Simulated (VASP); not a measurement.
These are PBE GGA with D3 dispersion (zero damping), VASP's PBE PAW potentials (set 64) (plane waves; VASP) values and carry that method's errors.

Input for VASP

INCAR:
```
SYSTEM = Co
PREC = Accurate; ENCUT = 520; LREAL = .False.
LASPH = .True.
EDIFF = 1E-6; NELM = 100; ALGO = Normal
LMAXMIX = 4
ISMEAR = 1; SIGMA = 0.1
GGA = PE; IVDW = 11
ISPIN = 2; MAGMOM = 2*1.8
IBRION = 2; NSW = 60; ISIF = 3
EDIFFG = -0.01
LWAVE = .False.; LCHARG = .False.; LORBIT = 10
```

### KPOINTS
```
Automatic mesh
0
G
15 15 8
```

POSCAR:
```
Co
1.0
  1.2550000000  -2.1737240000   0.0000000000
  1.2550000000   2.1737240000   0.0000000000
  0.0000000000   0.0000000000   4.0700000000
Co
2
Direct
  0.3333330000   0.6666670000   0.2500000000
  0.6666670000   0.3333330000   0.7500000000
```

POTCAR, in this order: Co (PBE.64 set). Program: vasp_std.

What VASP printed:

OUTCAR:
```
 ion  position               nearest neighbor table
   1  0.333  0.667  0.250-   2 2.50   2 2.50   2 2.50   2 2.50   2 2.50   2 2.50
   2  0.667  0.333  0.750-   1 2.50   1 2.50   1 2.50   1 2.50   1 2.50   1 2.50
  LATTYP: Found a hexagonal cell.
 ALAT       =     2.5100002048
 C/A-ratio  =     1.6215138119
 Subroutine PRICEL returns:
 Original cell was already a primitive cell.
 Subroutine GETGRP returns: Found 24 space group operations
The static configuration has the point symmetry D_3d.
 The point group associated with its full space group is D_6h.
The dynamic configuration has the point symmetry D_3d.
The overall configuration has the point symmetry D_3d.
 Subroutine INISYM returns: Found 24 space group operations
 Subroutine IBZKPT returns following result:
 Found    135 irreducible k-points:

 Following reciprocal coordinates:
            Coordinates               Weight
  0.000000  0.000000  0.000000      1.000000
  0.066667  0.000000  0.000000      6.000000
  0.133333  0.000000  0.000000      6.000000
  0.200000  0.000000  0.000000      6.000000
  0.266667  0.000000  0.000000      6.000000
  0.333333  0.000000  0.000000      6.000000
  0.400000  0.000000  0.000000      6.000000
  0.466667  0.000000  0.000000      6.000000
  0.066667  0.066667  0.000000      6.000000
  0.133333  0.066667  0.000000     12.000000
  0.200000  0.066667  0.000000     12.000000
  0.266667  0.066667  0.000000     12.000000
  0.333333  0.066667  0.000000     12.000000
  0.400000  0.066667  0.000000     12.000000
  0.466667  0.066667  0.000000      6.000000
  0.133333  0.133333  0.000000      6.000000
  0.200000  0.133333  0.000000     12.000000
  0.266667  0.133333  0.000000     12.000000
  0.333333  0.133333  0.000000     12.000000
  0.400000  0.133333  0.000000     12.000000
  0.200000  0.200000  0.000000      6.000000
  0.266667  0.200000  0.000000     12.000000
  0.333333  0.200000  0.000000     12.000000
  0.400000  0.200000  0.000000      6.000000
  0.266667  0.266667  0.000000      6.000000
  0.333333  0.266667  0.000000     12.000000
  0.333333  0.333333  0.000000      2.000000
  0.000000  0.000000  0.125000      2.000000
  0.066667  0.000000  0.125000     12.000000
  0.133333  0.000000  0.125000     12.000000
  0.200000  0.000000  0.125000     12.000000
  0.266667  0.000000  0.125000     12.000000
  0.333333  0.000000  0.125000     12.000000
  0.400000  0.000000  0.125000     12.000000
  0.466667  0.000000  0.125000     12.000000
  0.066667  0.066667  0.125000     12.000000
  0.133333  0.066667  0.125000     24.000000
  0.200000  0.066667  0.125000     24.000000
  0.266667  0.066667  0.125000     24.000000
  0.333333  0.066667  0.125000     24.000000
   k-points           NKPTS =    135   k-points in BZ     NKDIM =    135   number of bands    NBANDS=     15
   number of dos      NEDOS =    301   number of ions     NIONS =      2
   total plane-waves  NPLWV =  12000
   dimension x,y,z NGX =    20 NGY =   20 NGZ =   30
   dimension x,y,z NGXF=    40 NGYF=   40 NGZF=   60
   ions per type =               2
   PREC   = accura    normal or accurate (medium, high low for compatibility)
   ISTART =      0    job   : 0-new  1-cont  2-samecut
   ICHARG =      2    charge: 1-file 2-atom 10-const
   ISPIN  =      2    spin polarized calculation?
   LNONCOLLINEAR =      F non collinear calculations
   LSORBIT =      F    spin-orbit coupling
   INIWAV =      1    electr: 0-lowe 1-rand  2-diag
   ENCUT  =  520.0 eV  38.22 Ry    6.18 a.u.   4.67  4.67  7.57*2*pi/ulx,y,z
   NELM   =    100;   NELMIN=  2; NELMDL= -5     # of ELM steps
   EDIFF  = 0.1E-05   stopping-criterion for ELM
...
```

File OSZICAR:
```
       N       E                     dE             d eps       ncg     rms          rms(c)
DAV:   1     0.809726537873E+02    0.80973E+02   -0.83595E+03  8196   0.158E+03
DAV:   2    -0.139668703535E+02   -0.94940E+02   -0.87919E+02  8149   0.256E+02
DAV:   3    -0.161486885191E+02   -0.21818E+01   -0.21245E+01  9668   0.554E+01
DAV:   4    -0.161809562340E+02   -0.32268E-01   -0.32258E-01 11913   0.514E+00
DAV:   5    -0.161812117748E+02   -0.25554E-03   -0.25552E-03  9803   0.436E-01    0.146E+01
DAV:   6    -0.145377262891E+02    0.16435E+01   -0.14144E+01  8639   0.759E+01    0.725E+00
DAV:   7    -0.140970772578E+02    0.44065E+00   -0.19866E+00  9059   0.277E+01    0.380E+00
DAV:   8    -0.140801403761E+02    0.16937E-01   -0.20040E-02 11132   0.163E+00    0.176E+00
DAV:   9    -0.140649480892E+02    0.15192E-01   -0.62319E-03 11575   0.140E+00    0.513E-01
DAV:  10    -0.140648904541E+02    0.57635E-04   -0.11017E-03 11023   0.462E-01    0.129E-01
DAV:  11    -0.140648182178E+02    0.72236E-04   -0.95902E-05 11620   0.147E-01    0.284E-02
DAV:  12    -0.140648161624E+02    0.20553E-05   -0.53747E-06  8987   0.294E-02    0.146E-02
DAV:  13    -0.140648161196E+02    0.42808E-07   -0.14605E-06  5416   0.193E-02
   1 F= -.14726827E+02 E0= -.14726766E+02  d E =-.147268E+02  mag=     3.2812
       N       E                     dE             d eps       ncg     rms          rms(c)
DAV:   1    -0.164509069028E+02   -0.23861E+01   -0.28676E+01  8100   0.951E+01    0.134E+01
DAV:   2    -0.143350812994E+02    0.21158E+01   -0.98759E+00  8695   0.672E+01    0.768E+00
DAV:   3    -0.140306160661E+02    0.30447E+00   -0.10056E+00  8800   0.203E+01    0.357E+00
DAV:   4    -0.139956257276E+02    0.34990E-01   -0.15591E-02 10620   0.143E+00    0.122E+00
DAV:   5    -0.139660615230E+02    0.29564E-01   -0.64116E-03 12503   0.117E+00    0.299E-01
DAV:   6    -0.139657297489E+02    0.33177E-03   -0.17253E-03  8816   0.584E-01    0.121E-01
DAV:   7    -0.139657348869E+02   -0.51380E-05   -0.60636E-05  9530   0.967E-02    0.514E-02
DAV:   8    -0.139657340446E+02    0.84235E-06   -0.53072E-06  9387   0.346E-02
   2 F= -.14719841E+02 E0= -.14720356E+02  d E =0.698651E-02  mag=     3.1112
       N       E                     dE             d eps       ncg     rms          rms(c)
DAV:   1    -0.147216608285E+02   -0.75593E+00   -0.79346E+00  8100   0.540E+01    0.644E+00
DAV:   2    -0.141957019726E+02    0.52596E+00   -0.30345E+00  8569   0.349E+01    0.402E+00
DAV:   3    -0.140792038396E+02    0.11650E+00   -0.32871E-01  8576   0.118E+01    0.184E+00
DAV:   4    -0.140700653476E+02    0.91385E-02   -0.49587E-03  9788   0.885E-01    0.703E-01
DAV:   5    -0.140615079468E+02    0.85574E-02   -0.27375E-03 12105   0.715E-01    0.128E-01
DAV:   6    -0.140615848531E+02   -0.76906E-04   -0.13437E-04  8681   0.133E-01    0.668E-02
DAV:   7    -0.140616324650E+02   -0.47612E-04   -0.16971E-05 11668   0.524E-02    0.461E-02
DAV:   8    -0.140616425297E+02   -0.10065E-04   -0.35440E-06  8623   0.271E-02    0.979E-03
DAV:   9    -0.140616432743E+02   -0.74462E-06   -0.24820E-07  4183   0.786E-03
   3 F= -.14766884E+02 E0= -.14767119E+02  d E =-.400567E-01  mag=     3.2082
       N       E                     dE             d eps       ncg     rms          rms(c)
DAV:   1    -0.140609869058E+02    0.65562E-03   -0.28613E-03  8100   0.999E-01    0.126E-01
DAV:   2    -0.140607928048E+02    0.19410E-03   -0.11003E-03  8562   0.685E-01    0.805E-02
DAV:   3    -0.140607502278E+02    0.42577E-04   -0.12441E-04  8569   0.229E-01    0.346E-02
DAV:   4    -0.140607470977E+02    0.31301E-05   -0.15329E-06  6686   0.177E-02    0.124E-02
DAV:   5    -0.140607446029E+02    0.24948E-05   -0.61438E-07  4211   0.136E-02    0.230E-03
DAV:   6    -0.140607444883E+02    0.11459E-06   -0.33326E-07  4092   0.749E-03
   4 F= -.14766887E+02 E0= -.14767127E+02  d E =-.400599E-01  mag=     3.2064
       N       E                     dE             d eps       ncg     rms          rms(c)
DAV:   1    -0.140611670313E+02   -0.42243E-03   -0.11124E-02  9059   0.910E-01    0.116E-01
DAV:   2    -0.140609345913E+02    0.23244E-03   -0.16072E-04 10957   0.229E-01    0.593E-02
DAV:   3    -0.140608563822E+02    0.78209E-04   -0.10701E-04  9953   0.120E-01    0.159E-02
DAV:   4    -0.140608601281E+02   -0.37459E-05   -0.87172E-06  9374   0.435E-02    0.433E-03
DAV:   5    -0.140608593653E+02    0.76289E-06   -0.47123E-07  4134   0.142E-02
   5 F= -.14766958E+02 E0= -.14767190E+02  d E =-.709081E-04  mag=     3.2037
```

### OUTCAR
```
------------------------ aborting loop because EDIFF is reached ----------------------------------------
 Edisp (eV)   -0.70610
  FORCE on cell =-STRESS in cart. coord.  units (eV):
  Direction    XX          YY          ZZ          XY          YZ          ZX
  --------------------------------------------------------------------------------------
  Total       0.01927     0.01927     0.00554     0.00000     0.00000     0.00000
  in kB       1.46729     1.46729     0.42165     0.00000     0.00000     0.00000
  external pressure =        1.12 kB  Pullay stress =        0.00 kB
  volume of cell :       21.05
      direct lattice vectors                 reciprocal lattice vectors
     1.233944465 -2.137254731  0.000000000     0.405204622 -0.233944973 -0.000000000
     1.233944465  2.137254731 -0.000000000     0.405204622  0.233944973 -0.000000000
     0.000000000 -0.000000000  3.990017713     0.000000000  0.000000000  0.250625454
 POSITION                                       TOTAL-FORCE (eV/Angst)
 -----------------------------------------------------------------------------------
      1.23394      0.71242      0.99750         0.000000      0.000000      0.000000
      1.23394     -0.71242      2.99251        -0.000000     -0.000000      0.000000
 -----------------------------------------------------------------------------------
    total drift:                               -0.000023     -0.000003     -0.000029
  FREE ENERGIE OF THE ION-ELECTRON SYSTEM (eV)
  ---------------------------------------------------
  free  energy   TOTEN  =       -14.7669580311 eV

  energy  without entropy=      -14.7676549240  energy(sigma->0) =      -14.76719033

 total charge

# of ion       s       p       d       tot
------------------------------------------
    1        0.502   0.548   7.284   8.335
    2        0.502   0.548   7.284   8.335
--------------------------------------------------
tot          1.004   1.097  14.568  16.669

 magnetization (x)

# of ion       s       p       d       tot
------------------------------------------
    1       -0.015  -0.053   1.683   1.615
    2       -0.015  -0.053   1.683   1.615
--------------------------------------------------
tot         -0.029  -0.107   3.366   3.230

 reached required accuracy - stopping structural energy minimisation
```
(Selected blocks of OUTCAR.)

File CONTCAR:
```
Co
   1.00000000000000
     1.2339444645567212   -2.1372547309069070    0.0000000000000000
     1.2339444645567212    2.1372547309069070   -0.0000000000000000
     0.0000000000000000   -0.0000000000000000    3.9900177134360622
  Co
     2
Direct
     0.3333330000000032    0.6666669999999968    0.2500000000000000
     0.6666669999999968    0.3333330000000032    0.7500000000000000
```

Energy and stress use the plane-wave basis of the starting cell.

The compound is Co in the hcp structure. This run relaxes it. Symmetry was kept, so distortions that lower it aren't found.
